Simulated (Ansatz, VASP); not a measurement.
# Cross-check of LiMgF3 between VASP and Ansatz

Aim: how closely do two programs agree when they are given the same cell, functional and k mesh? The cell is generated by rule, not measured, and may not be a known phase. The cell is taken from a series of runs on this material, whose earlier steps may have relaxed, scaled, displaced or heated it; both programs get it as it stands.

Calculated with Ansatz 0.2.0; plane waves, with VASP 6.6.1 beside it; zone-centre phonons at PBEsol.

The structure was built from a prototype and need not be the compound's stable phase.

### 1. The starting structure

It takes space group P4mm (No. 99, tetragonal). Conventional cell: a = 3.930 Å, b = 3.930 Å, c = 3.905 Å, α = 90.00°, β = 90.00°, γ = 90.00°. Li has 4 F at 2.05 Å nearest. Nearest to Mg lie 6 F at 1.92 to 1.99 Å. F has 2 Mg at 1.97 Å and 2 Li at 2.05 Å nearest. F has 2 Mg at 1.92 to 1.99 Å nearest. Farther neighbours and most contacts between anions are not listed.

### 2. Ansatz: zone-centre phonons, PBEsol

Ansatz runs on its PAW soft_1 files.

Second derivatives magnify differences that forces hide, and they need a tight electronic threshold.

Contents of input.yaml:

```yaml
crystal:
  lattice:
    - [3.9304231137, 0.0, 0.0]
    - [0.0, 3.9304231137, 0.0]
    - [0.0, 0.0, 3.9049850052]
  atoms:
    - { symbol: Li, position: [0.0, 0.0, 0.2852073733] }
    - { symbol: Mg, position: [0.5, 0.5, 0.4770885485] }
    - { symbol: F, position: [0.5, 0.0, 0.4335789265] }
    - { symbol: F, position: [0.5, 0.5, 0.9675635692] }
    - { symbol: F, position: [0.0, 0.5, 0.4335789265] }
kpoints:
  mp_grid: { grid: [6, 6, 6] }
hamiltonian:
  xc: pbesol
  pseudopotentials: { kind: paw, azcp: { folder: soft_1 }, xc_functional: pbe }
scf:
  occupations: { method: fixed }
output:
  eigenvalues: true
phonons:
  method: dfpt
  dielectric: true
  rigid_motions: translations
```

On the command line:

```bash
> ansatz run input.yaml --threads 8 --pin off --max-ram 16384MiB --backend cpu --events-out ev --progress --plain --runs-dir out
```

Numbers of over 12 decimals in the logs are rounded to 6 here.

The log of the run:

```text
Engine: ansatz 0.2.0, x86_64-unknown-linux-gnu
Pseudopotentials: kind: paw
Pseudopotential: Li, paw, valence charge 3, recommended cutoff 420 eV (normal), soft_1/Li.paw.azcp
Pseudopotential: Mg, paw, valence charge 10, recommended cutoff 420 eV (normal), soft_1/Mg.paw.azcp
Pseudopotential: F, paw, valence charge 7, recommended cutoff 420 eV (normal), soft_1/F.paw.azcp
Functional definition: PBEsol
  exchange = pbesol_x
  correlation = pbesol_c
Crystal: 5 atoms, lattice volume = 60.325 Å³
Basis set: ecut = 420 eV, 1205 PW (Γ), exchange–correlation on 54×54×54 points (8 copies of the dense FFT grid, shifted against one another)
Bands: 22, of which v1, the nominal top of the filled ones, is band 17 counted from 1 (16 counted from 0)
Symmetry: 8 space group operations
k-points: 112 of 216 (irreducible under 1 space group operation, time reversal used)
Non-local potential: Li, projectors of the file, l = 0: 3, l = 1: 2, l = 2: 1
Non-local potential: Mg, projectors of the file, l = 0: 3, l = 1: 2, l = 2: 1
Non-local potential: F, projectors of the file, l = 0: 2, l = 1: 2, l = 2: 1
PAW form: soft (Blöchl's): semilocal exchange-correlation on the pseudo side does not see the compensation charge
PAW frozen core: Mg, regenerated for the run's functional, and the local potential with it (the file was generated under x = pbe(κ = 0.804, μ = 0.219515), c = pbe(β = 0.066725))
PAW frozen core: F, regenerated for the run's functional, and the local potential with it (the file was generated under x = pbe(κ = 0.804, μ = 0.219515), c = pbe(β = 0.066725))
PAW one-centre angular grid: Li, 110 points (default); XC on 64 Gauss nodes
PAW one-centre angular grid: Mg, 110 points (default); XC on 64 Gauss nodes
PAW one-centre angular grid: F, 110 points (default); XC on 64 Gauss nodes
Initial density: superposition of atomic densities (chi_scale 0.1, normalization cell, long waves kept (reshape's long-wave potential 0.02 eV rms))
Initial wavefunctions: pseudopotential atomic-orbital guess
Functional: x = pbesol(κ = 0.804, μ = 0.123457), c = pbesol(β = 0.046)
SCF iter   1: F=—  HF=-4525.177482 eV  |F-HF|=—  |Δ(HF+E_count)|=         —  Δρ=9.98e-2  dr2=4.23e0  ethr=3.10e-3  ⟨swp⟩=4.9  Hψ=10832  notcnv=0  defer=323
preconditioner: auto → Resta (q_TF=auto, 2.480 Å⁻¹)  ε∞=2.8  [insulator: Δε(μ)=4.945 eV  Ē_g=17.421 eV  n_scr=18 (ndim 8)  ℏωp=23.4 eV  f_vac=0.070  ε∞_Penn≈2.8]
SCF iter   2: F=—  HF=-4524.088528 eV  |F-HF|=—  |Δ(HF+E_count)|=    1.09e0  Δρ=4.36e-2  dr2=1.08e0  ethr=3.10e-3  ⟨swp⟩=2.1  Hψ=5555  notcnv=0  defer=244
SCF iter   3: F=—  HF=-4523.874808 eV  |F-HF|=—  |Δ(HF+E_count)|=   2.14e-1  Δρ=1.84e-2  dr2=1.98e-1  ethr=3.10e-3  ⟨swp⟩=2.9  Hψ=4534  notcnv=0  defer=302
SCF iter   4: F=—  HF=-4523.829877 eV  |F-HF|=—  |Δ(HF+E_count)|=   4.49e-2  Δρ=3.97e-3  dr2=1.56e-2  ethr=5.81e-4  ⟨swp⟩=2.3  Hψ=3750  notcnv=0  defer=328
SCF iter   5: F=—  HF=-4523.834065 eV  |F-HF|=—  |Δ(HF+E_count)|=   4.19e-3  Δρ=1.66e-3  dr2=1.70e-3  ethr=4.60e-5  ⟨swp⟩=3.0  Hψ=4750  notcnv=0  defer=320
SCF iter   6: F=—  HF=-4523.836702 eV  |F-HF|=—  |Δ(HF+E_count)|=   2.64e-3  Δρ=1.73e-3  dr2=1.07e-3  ethr=4.99e-6  ⟨swp⟩=3.0  Hψ=4081  notcnv=0  defer=333
SCF iter   7: F=—  HF=-4523.836783 eV  |F-HF|=—  |Δ(HF+E_count)|=   8.15e-5  Δρ=2.26e-4  dr2=2.11e-5  ethr=3.15e-6  ⟨swp⟩=3.0  Hψ=3812  notcnv=0  defer=332
SCF iter   8: F=—  HF=-4523.836890 eV  |F-HF|=—  |Δ(HF+E_count)|=   1.07e-4  Δρ=2.97e-5  dr2=3.66e-7  ethr=6.21e-8  ⟨swp⟩=2.8  Hψ=3815  notcnv=0  defer=332
SCF iter   9: F=—  HF=-4523.836892 eV  |F-HF|=—  |Δ(HF+E_count)|=   2.25e-6  Δρ=6.30e-6  dr2=2.54e-8  ethr=1.08e-9  ⟨swp⟩=2.0  Hψ=4398  notcnv=0  defer=163
SCF iter  10: F=—  HF=-4523.836893 eV  |F-HF|=—  |Δ(HF+E_count)|=   2.25e-7  Δρ=1.49e-6  dr2=1.06e-9  ethr=7.47e-11  ⟨swp⟩=2.0  Hψ=4148  notcnv=0  defer=221
SCF iter  11: F=-4523.836893 eV  HF=-4523.836893 eV  |F-HF|=2.91e-11  |Δ(HF+E_count)|=   3.88e-9  Δρ=2.31e-7  dr2=2.06e-11  ethr=1.00e-12  ⟨swp⟩=13.0  Hψ=17143  notcnv=0
SCF 1 converged in 11 iterations: F = -4523.836893 eV  dr2 = 2.06e-11
  greatest PAW one-centre occupation: 1.000 electrons in one spin orbital (limit 2), on the Mg atom at site 1 (counted from 0), in its partial waves of l = 0
DFPT response loops at Γ: preconditioner auto → none (the input reference at scf.mixing.eps_inf says where Resta's filter doesn't serve); β = 0.50; Broyden in place of MSR1
SCF converged after 11 iterations
Free energy (F): -4523.836893 eV
Harris-Foulkes:  -4523.836893 eV  (|F-HF|=2.91e-11)
Internal energy: -4523.836893 eV  (E = F + TS)
E sigma→0 (E₀):  -4523.836893 eV
Fermi energy:    0.667184 eV
--- Per-component energies (eV) ---
  E_band       = -583.406295
  E_kinetic    = 683.224180
  E_local      = -4088.015535  (includes V_loc(G=0)·N_el)
  E_nonlocal   = 438.152441
  E_hartree    = 1500.863476
  E_xc         = -264.942002
  E_vxc        = -342.160021  (∫ρ·V_xc dr)
  E_paw        = -906.784028  (= ΣΔE_a)
  E_vpaw       = -276.336368  (= ΣTr[D̂ρ^β])
  E_aug_tail   = 0.002101  (compensation charges beyond the density's cutoff)
  E_ewald      = -1886.523715
  E_core_change = 0.186190  (= ΣΔE_core)
  E_smearing   = -0.000000  (= −TS)
  E_closure    = -0.000000  (closes the sum)
  Σ components = -4523.836893   (vs F -4523.836893, Δ=0.00e0)
--- Band table (eV; the first three rows and the last of 112) ---
  k-point 0: bands = [... 13 lower, -0.6956, -0.0499, 0.4059, 0.4059, 6.7423, 12.6937, 14.0247, 14.8200, ... 1 higher]
  k-point 1: bands = [... 13 lower, -0.7349, -0.3227, 0.3260, 0.3260, 7.1215, 12.0894, 14.5525, 14.7947, ... 1 higher]
  k-point 2: bands = [... 13 lower, -0.9186, -0.8133, 0.1587, 0.1587, 7.9921, 11.0981, 14.7409, 14.7409, ... 1 higher]
  k-point 111: bands = [... 13 lower, -0.5698, -0.5160, 0.6672, 0.6672, 9.2188, 12.2319, 12.2319, 13.9406, ... 1 higher]
--- Phonons (Γ-DFPT): 9 representative perturbations + reference, on 112 of 216 k-points (Σ response iterations 32) ---
  k mesh reduced under 1 symmetry operation, with k and −k counted as one. Each operation leaves every solved perturbation unchanged. A smaller set is not considered because the run solves the response to a homogeneous field
  ASR residual: 1.204e-3 → 0.000e0 eV/Å²; symmetrization residual: 1.525e-6 eV/Å²
  ASR residual per site (eV/Å²): 1.50e-5 1.20e-3 6.38e-4 7.03e-4 6.38e-4
  Γ frequencies (cm⁻¹): 0.00 0.00 0.00 133.11 133.11 168.09 188.18 209.45 209.45 286.71 339.26 339.26 513.08 513.08 533.81
  ε∞ (high-frequency dielectric tensor):
        1.902061     0.000000     0.000000
        0.000000     1.902061     0.000000
        0.000000     0.000000     1.850790
  ε⁰ (static dielectric tensor: ions relaxed, cell fixed):
       10.143970    -0.000000    -0.000000
       -0.000000    10.143970     0.000000
       -0.000000     0.000000     5.448424
  ε⁰ − ε∞ (ionic part):
        8.241909    -0.000000    -0.000000
       -0.000000     8.241909     0.000000
       -0.000000     0.000000     3.597634
  softest optical mode at Γ: 133.11 cm⁻¹; the repairs (sum rule, projections) moved no ω² at Γ by more than (3.79 cm⁻¹)²
  Born effective charges Z* (e; rows j = field, columns β = displacement):
    site 0:
         1.17324    0.00000   -0.00000
         0.00000    1.17324    0.00000
         0.00000    0.00000    0.88268
    site 1:
         1.90559    0.00000   -0.00000
         0.00000    1.90559    0.00000
        -0.00000    0.00000    1.94626
    site 2:
        -0.97201    0.00000    0.00000
         0.00000   -1.26221    0.00000
         0.00000    0.00000   -0.75250
    site 3:
        -0.84461    0.00000    0.00000
         0.00000   -0.84461    0.00000
        -0.00000    0.00000   -1.32395
    site 4:
        -1.26221    0.00000    0.00000
         0.00000   -0.97201    0.00000
         0.00000    0.00000   -0.75250
  Z* charge neutrality: 6.963e-5 e pre-enforcement
  k-mesh period / interband length: 23.4 Å / 0.84 Å = 28.02 at k = (0.0000, 0.0000, 0.0000), direct gap 6.336 eV — 14 or more, which is no proof of convergence
  optical modes at Γ without the LO–TO term, one row a degenerate level:
      ω (cm⁻¹)  modes    IR ((D/Å)²/amu)
[...]
optical modes at Γ + LO–TO along q̂ = [1.0000, 0.0000, 0.0000]:
      ω (cm⁻¹)  modes    IR ((D/Å)²/amu)
[...]
optical modes at Γ + LO–TO along q̂ = [0.0000, 1.0000, 0.0000]:
      ω (cm⁻¹)  modes    IR ((D/Å)²/amu)
[...]
optical modes at Γ + LO–TO along q̂ = [0.0000, 0.0000, 1.0000]:
      ω (cm⁻¹)  modes    IR ((D/Å)²/amu)
        133.11      2             1.9538
        184.36      1             0.0910
        188.18      1             0.0000
        209.45      2            14.3368
        339.26      2             0.0128
        376.24      1             1.7815
        513.08      2             7.6387
        636.37      1             7.8169
```

The column dr2 measures how far the density is from self-consistency, as an energy; F and HF (Harris–Foulkes) agree once it is small.

(Part 1 of 3 ends here.)

[Lines on the potential files, build, host, timing and source positions are cut from VASP's logs without a mark.]

[Logs are printed without paths, hosts, clocks, repeated set-up lines and the standing remarks that a program may print on its own settings, such as how far it seeks lower states.]

[Hosts, paths, dates, database ids (printed as entryN), source tags and the programs' standing remarks are cut or masked in the printed files.]
